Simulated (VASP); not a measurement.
Input for VASP

INCAR:
```
ALGO  =  Normal
LASPH  =  .TRUE.
SYSTEM  =  LaTe
LMAXMIX  =  6
PREC  =  Accurate
LREAL  =  .FALSE.   # projection in real space or not
LWAVE  =  .FALSE.
NSW  =  60   # most ionic steps
ISIF  =  3   # ions, shape and volume
SIGMA  =  0.1
ENCUT  =  400   # plane-wave cut-off (eV)
IBRION  =  2   # conjugate gradients
GGA  =  PS   # PBEsol
ISMEAR  =  1   # Methfessel-Paxton
NELM  =  100   # most electronic steps
LCHARG  =  .FALSE.
EDIFF  =  1E-6   # SCF stop (eV)
EDIFFG  =  -0.01   # ionic stop
```

File POSCAR:
```
LaTe
1
    4.4850000000     0.0000000000     0.0000000000
    0.0000000000     4.4850000000     0.0000000000
    0.0000000000     0.0000000000     4.4850000000
La Te
1 1
Direct
  0.0000000000   0.0000000000   0.0000000000
  0.5000000000   0.5000000000   0.5000000000
```

### KPOINTS
```
Automatic mesh
0
Gamma
8 8 8
0 0 0
```

POTCAR, in this order: La Te (PBE.64 set). Program: vasp_std.

Question: Write an equivalent input for Ansatz.

Answer: One equivalent input (not run):
Ansatz 0.2 input:
```yaml
crystal:
  lattice:
    - [4.4850000, 0.0000000, 0.0000000]
    - [0.0000000, 4.4850000, 0.0000000]
    - [0.0000000, 0.0000000, 4.4850000]
  atoms:
    - { symbol: La, position: [0.0000000, 0.0000000, 0.0000000] }
    - { symbol: Te, position: [0.5000000, 0.5000000, 0.5000000] }
kpoints:
  mp_grid: { grid: [8, 8, 8] }
hamiltonian:
  xc: pbesol
  pseudopotentials: { kind: paw }
scf:
  occupations: { method: methfessel_paxton, width: 0.1 }
  max_iter: 100
relax:
  max_steps: 60
  f_tol: 0.01
  cell: {}
output: { forces: true, stress: true, eigenvalues: true }
```
What does not carry over: each code has its own PAW files, so the cut-off isn't converted (ENCUT is set for VASP's; basis.ecutwfc is left out, and Ansatz then takes the one that its files recommend); Ansatz stops its SCF on the density residual and VASP on the energy change (EDIFF).

The structure was generated: LaTe was put into the CsCl type type (Pm-3m), which need not be its known phase. This run relaxes it. Symmetry was kept, so distortions that lower it aren't found.
